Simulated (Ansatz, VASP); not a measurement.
# GaP in two plane-wave programs, part 2 of 2

Aim: how closely do two programs agree when they are given the same cell, functional and k mesh? The cell is taken from a series of runs on this material, whose earlier steps may have relaxed, scaled, displaced or heated it; both programs get it as it stands.

VASP 6.6.1 and Ansatz 0.2.0.

So far: The structure; VASP: zone-centre phonons, LDA.

## (3) Ansatz: zone-centre phonons, LDA

Level of this step: Ansatz beside VASP: Kohn-Sham DFT, plane waves, LDA (Ansatz).

Ansatz runs on its PAW soft_1 files.

The same cell, functional (in two slightly different forms) and mesh now go to Ansatz, which takes its cutoff from its data sets.

input.yaml

```yaml
crystal:
  lattice:
    - [0.0, 2.687511547, 2.7226627486]
    - [2.687511547, 0.0, 2.7226627486]
    - [2.687511547, 2.687511547, 0.0]
  atoms:
    - { symbol: P, position: [0.75, 0.75, 0.75] }
    - { symbol: Ga, position: [0.0, 0.0, 0.0] }
kpoints:
  mp_grid: { grid: [12, 12, 12] }
hamiltonian:
  xc: lda
  pseudopotentials: { kind: paw, azcp: { folder: soft_1 }, xc_functional: pbe }
scf:
  occupations: { method: fixed }
output:
  eigenvalues: true
phonons:
  method: dfpt
  dielectric: true
  rigid_motions: translations
```

The run is started by

```console
$ ansatz run input.yaml --threads 4 --pin off --max-ram 10240MiB --backend cpu --events-out ev --progress --plain --runs-dir out
```

Numbers of over 12 decimals in the logs are rounded to 6 here.

Log:

```text
Engine: ansatz 0.2.0, aarch64-unknown-linux-gnu
Pseudopotentials: kind: paw
Pseudopotential: P, paw, valence charge 5, recommended cutoff 420 eV (normal), soft_1/P.paw.azcp
Pseudopotential: Ga, paw, valence charge 13, recommended cutoff 420 eV (normal), soft_1/Ga.paw.azcp
Functional definition: SPW92
  exchange = slater_x
  correlation = pw_c
Crystal: 2 atoms, lattice volume = 39.330 Å³
Basis set: ecut = 420 eV, 749 PW (Γ), exchange–correlation on 54×54×54 points (8 copies of the dense FFT grid, shifted against one another)
Bands: 13, of which v1, the nominal top of the filled ones, is band 9 counted from 1 (8 counted from 0)
Symmetry: 8 space group operations
k-points: 868 of 1728 (irreducible under 1 space group operation, time reversal used)
Non-local potential: P, projectors of the file, l = 0: 2, l = 1: 2, l = 2: 1
Non-local potential: Ga, projectors of the file, l = 0: 2, l = 1: 2, l = 2: 3, l = 3: 1
PAW form: soft (Blöchl's): semilocal exchange-correlation on the pseudo side does not see the compensation charge
PAW frozen core: P, regenerated for the run's functional, and the local potential with it (the file was generated under x = pbe(κ = 0.804, μ = 0.219515), c = pbe(β = 0.066725))
PAW frozen core: Ga, regenerated for the run's functional, and the local potential with it (the file was generated under x = pbe(κ = 0.804, μ = 0.219515), c = pbe(β = 0.066725))
PAW one-centre angular grid: P, 110 points (default); XC on 64 Gauss nodes
PAW one-centre angular grid: Ga, 590 points (default); XC on 64 Gauss nodes
Initial density: superposition of atomic densities (chi_scale 0.1, normalization cell, long waves kept (reshape's long-wave potential 0.00 eV rms))
Initial wavefunctions: pseudopotential atomic-orbital guess
Functional: x = slater, c = lda
SCF iter   1: F=—  HF=-4433.965196 eV  |F-HF|=—  |Δ(HF+E_count)|=         —  Δρ=4.47e-2  dr2=6.61e-1  ethr=3.10e-3  ⟨swp⟩=5.0  Hψ=60902  notcnv=0  defer=1656
preconditioner: auto → none  [insulator: Δε(μ)=1.782 eV  Ē_g=15.493 eV  n_scr=14 (ndim 8)  ℏωp=25.1 eV  f_vac=0.000  ε∞_Penn≈3.6]
SCF iter   2: F=—  HF=-4433.789491 eV  |F-HF|=—  |Δ(HF+E_count)|=   1.76e-1  Δρ=2.02e-2  dr2=9.05e-2  ethr=3.10e-3  ⟨swp⟩=2.1  Hψ=20696  notcnv=0  defer=1624
SCF iter   3: F=—  HF=-4433.775659 eV  |F-HF|=—  |Δ(HF+E_count)|=   1.38e-2  Δρ=5.14e-3  dr2=1.03e-2  ethr=5.03e-4  ⟨swp⟩=3.0  Hψ=20809  notcnv=0  defer=1698
SCF iter   4: F=—  HF=-4433.771831 eV  |F-HF|=—  |Δ(HF+E_count)|=   3.83e-3  Δρ=2.30e-3  dr2=7.52e-4  ethr=5.70e-5  ⟨swp⟩=2.9  Hψ=21970  notcnv=0  defer=1727
SCF iter   5: F=—  HF=-4433.771502 eV  |F-HF|=—  |Δ(HF+E_count)|=   3.29e-4  Δρ=5.30e-4  dr2=4.17e-5  ethr=4.18e-6  ⟨swp⟩=2.0  Hψ=20834  notcnv=0  defer=1735
SCF iter   6: F=—  HF=-4433.771502 eV  |F-HF|=—  |Δ(HF+E_count)|=   1.95e-7  Δρ=2.93e-5  dr2=2.00e-7  ethr=2.32e-7  ⟨swp⟩=2.3  Hψ=13967  notcnv=0  defer=986
SCF iter   7: F=—  HF=-4433.771502 eV  |F-HF|=—  |Δ(HF+E_count)|=   9.09e-8  Δρ=5.99e-6  dr2=6.96e-9  ethr=1.11e-9  ⟨swp⟩=2.0  Hψ=19105  notcnv=0  defer=518
SCF iter   8: F=-4433.771502 eV  HF=-4433.771502 eV  |F-HF|=1.55e-11  |Δ(HF+E_count)|=  4.58e-10  Δρ=2.53e-7  dr2=1.12e-11  ethr=1.00e-12  ⟨swp⟩=8.0  Hψ=88120  notcnv=0
SCF 1 converged in 8 iterations: F = -4433.771502 eV  dr2 = 1.12e-11
  greatest PAW one-centre occupation: 0.994 electrons in one spin orbital (limit 2), on the Ga atom at site 1 (counted from 0), in its partial waves of l = 2
NSCF: frozen V_eff on 3 k-points
DFPT response loops at Γ: preconditioner auto → none (the input reference at scf.mixing.eps_inf says where Resta's filter doesn't serve); β = 0.50; Broyden in place of MSR1
── the response to a field inside a basis, on 12×12×12 k-points: an SCF that follows is theirs, and a resumed run solves both again ──
Bands: 10, of which v1, the nominal top of the filled ones, is band 9 counted from 1 (8 counted from 0)
k-points: 468 of 1728 (irreducible under 2 space group operations, time reversal used)
Initial density: handed on by an earlier stage of this run
Initial wavefunctions: pseudopotential atomic-orbital guess (no wavefunctions were taken with the density)
Eigensolver: Dense (468 Hₖ)
SCF iter   1: F=—  HF=-4433.771064 eV  |F-HF|=—  |Δ(HF+E_count)|=         —  Δρ=1.31e-4  dr2=2.44e-6  ethr=1.00e-1
preconditioner: auto → none  [insulator: Δε(μ)=1.431 eV  Ē_g=13.247 eV  n_scr=14 (ndim 8)  ℏωp=25.1 eV  f_vac=0.003  ε∞_Penn≈4.6]
SCF iter   2: F=—  HF=-4433.771063 eV  |F-HF|=—  |Δ(HF+E_count)|=   8.53e-7  Δρ=9.81e-5  dr2=1.52e-6  ethr=1.36e-8
SCF iter   3: F=—  HF=-4433.771064 eV  |F-HF|=—  |Δ(HF+E_count)|=   2.38e-7  Δρ=2.49e-5  dr2=2.23e-7  ethr=8.43e-9
SCF iter   4: F=-4433.771063 eV  HF=-4433.771063 eV  |F-HF|=2.54e-9  |Δ(HF+E_count)|=   2.90e-7  Δρ=3.31e-6  dr2=3.22e-9  ethr=1.24e-9
SCF 1 converged in 4 iterations: F = -4433.771063 eV  dr2 = 3.22e-9
DFPT response loops at Γ: mixed as the last ones told, above
WARN: field response: ε∞ stands inside a basis, on 12×12×12 points; the force constants stand on the 12×12×12 k-mesh, whose period is 12.83 times the interband length at k = (0.0000, 0.0000, 0.0000), direct gap 1.821 eV, under 14: take them and everything formed from them as unconverged, and compare with a denser kpoints.mp_grid
SCF converged after 8 iterations
Free energy (F): -4433.771502 eV
Harris-Foulkes:  -4433.771502 eV  (|F-HF|=1.55e-11)
Internal energy: -4433.771502 eV  (E = F + TS)
E sigma→0 (E₀):  -4433.771502 eV
Fermi energy:    7.220206 eV
--- Per-component energies (eV) ---
  E_band       = -59.330595
  E_kinetic    = 181.968237
  E_local      = -1661.312972  (includes V_loc(G=0)·N_el)
  E_nonlocal   = -57.306804
  E_hartree    = 1007.341428
  E_xc         = -135.876743
  E_vxc        = -118.497672  (∫ρ·V_xc dr)
  E_paw        = -2445.083132  (= ΣΔE_a)
  E_vpaw       = -418.863967  (= ΣTr[D̂ρ^β])
  E_aug_tail   = -0.000208  (compensation charges beyond the density's cutoff)
  E_ewald      = -1325.347142
  E_core_change = 1.845833  (= ΣΔE_core)
  E_smearing   = -0.000000  (= −TS)
  E_closure    = -0.000000  (closes the sum)
  Σ components = -4433.771502   (vs F -4433.771502, Δ=0.00e0)
--- Band table (eV; the first three rows and the last of 868) ---
  k-point 0: bands = [... 5 lower, -5.5428, 7.1433, 7.2202, 7.2202, 9.0416, 10.9667, 10.9667, 10.9952]
  k-point 1: bands = [... 5 lower, -5.4488, 6.2630, 7.0494, 7.1050, 9.5262, 11.1441, 11.1457, 11.2095]
  k-point 2: bands = [... 5 lower, -5.1729, 4.7312, 6.7660, 6.8357, 9.5673, 11.5454, 11.5467, 12.1868]
  k-point 867: bands = [... 5 lower, -3.3646, 0.3159, 5.9662, 6.0778, 8.7811, 11.7675, 11.8658, 15.2981]
--- Phonons (Γ-DFPT): 4 representative perturbations + reference, on 868 of 1728 k-points (Σ response iterations 12) ---
  k mesh reduced under 1 symmetry operation, with k and −k counted as one. Each operation leaves every solved perturbation unchanged. A smaller set is not considered because the run solves the response to a homogeneous field
  ASR residual: 9.632e-5 → 0.000e0 eV/Å²; symmetrization residual: 2.453e-6 eV/Å²
  ASR residual per site (eV/Å²): 9.63e-5 9.54e-5
  Γ frequencies (cm⁻¹): 0.00 0.00 0.00 362.94 362.94 363.63
  ε∞ (high-frequency dielectric tensor):
       10.626680    -0.000000    -0.000000
       -0.000000    10.626680    -0.000000
       -0.000000    -0.000000    10.760139
  ε⁰ (static dielectric tensor: ions relaxed, cell fixed):
       12.460081    -0.000000    -0.000000
       -0.000000    12.460081    -0.000000
       -0.000000    -0.000000    12.689558
  ε⁰ − ε∞ (ionic part):
        1.833401    -0.000000     0.000000
       -0.000000     1.833401    -0.000000
        0.000000    -0.000000     1.929418
  softest optical mode at Γ: 362.94 cm⁻¹; the repairs (sum rule, projections) moved no ω² at Γ by more than (0.99 cm⁻¹)²
  Born effective charges Z* (e; rows j = field, columns β = displacement):
    site 0:
        -2.03463    0.00000   -0.00000
         0.00000   -2.03463    0.00000
        -0.00000    0.00000   -2.09123
    site 1:
         2.03463   -0.00000    0.00000
        -0.00000    2.03463   -0.00000
         0.00000   -0.00000    2.09123
  Z* charge neutrality: 2.738e-4 e pre-enforcement
  solved inside a basis spanned on kpoints, on 12×12×12 k-points, its susceptibility summed on 16×16×16: ε∞ is read to err by 3.1e-2, Z* by 1.4e-2 e (field_mesh: kpoints solves on kpoints); Z* is corrected for what the basis lacks
  optical modes at Γ without the LO–TO term, one row a degenerate level:
      ω (cm⁻¹)  modes    IR ((D/Å)²/amu)
        362.94      2             8.9066
        363.63      1             4.7045
  optical modes at Γ + LO–TO along q̂ = [1.0000, 0.0000, 0.0000]:
      ω (cm⁻¹)  modes    IR ((D/Å)²/amu)
        362.94      1             4.4533
        363.63      1             4.7045
        393.00      1             4.4533
  optical modes at Γ + LO–TO along q̂ = [0.0000, 1.0000, 0.0000]:
      ω (cm⁻¹)  modes    IR ((D/Å)²/amu)
        362.94      1             4.4533
        363.63      1             4.7045
        393.00      1             4.4533
  optical modes at Γ + LO–TO along q̂ = [0.0000, 0.0000, 1.0000]:
      ω (cm⁻¹)  modes    IR ((D/Å)²/amu)
        362.94      2             8.9066
        394.89      1             4.7045
```

## (4) Differences

Known differences besides the potentials themselves: the two LDA forms differ slightly; fixed occupations in Ansatz, narrow Gaussian smearing in VASP; VASP's response is taken on the typed mesh, Ansatz refines its own for the field response alone; the cutoff is 420 eV in Ansatz and 500 eV in VASP; VASP's log shows a relativistic correction to its local exchange, Ansatz's none. Total energies have different zeros and are not compared.

Both answers:

| quantity | Ansatz | VASP | difference |
| --- | --- | --- | --- |
| ε∞ xx | 10.63 | 10.68 | -0.49 % |
| ε∞ yy | 10.63 | 10.68 | -0.49 % |
| ε∞ zz | 10.76 | 10.80 | -0.38 % |
| Born charge of P1 (mean of the diagonal) (e) | -2.05 | -2.07 | +0.02 |
| Born charge of Ga2 (mean of the diagonal) (e) | 2.05 | 2.07 | -0.02 |
| optical mode 1 to 2 (cm⁻¹) | 362.9 | 362.8 | +0.04 % |
| optical mode 3 (cm⁻¹) | 363.6 | 363.7 | -0.01 % |

Modes are paired by rising frequency, not by their patterns, so a pair may set unlike modes beside each other; they are those without the splitting of longitudinal modes.

## (5) Outcome

| Property | Result |
| --- | --- |
| r.m.s. difference of the optical zone-centre modes, each program's sorted by frequency (zone-centre phonons, LDA) | 0.12 cm⁻¹ |

In words: The r.m.s. difference of the optical zone-centre modes, each program's sorted by frequency is 0.12 cm⁻¹ (zone-centre phonons, LDA). Such differences can come from data sets, numerical settings and the points named under the comparisons, not from the functional's error against experiment.

[Lines on the potential files, build, host, timing and source positions are cut from VASP's logs without a mark.]

[Logs are printed without paths, hosts, clocks, repeated set-up lines and the standing remarks that a program may print on its own settings, such as how far it seeks lower states.]

[Hosts, paths, dates, database ids (printed as entryN), source tags and the programs' standing remarks are cut or masked in the printed files.]
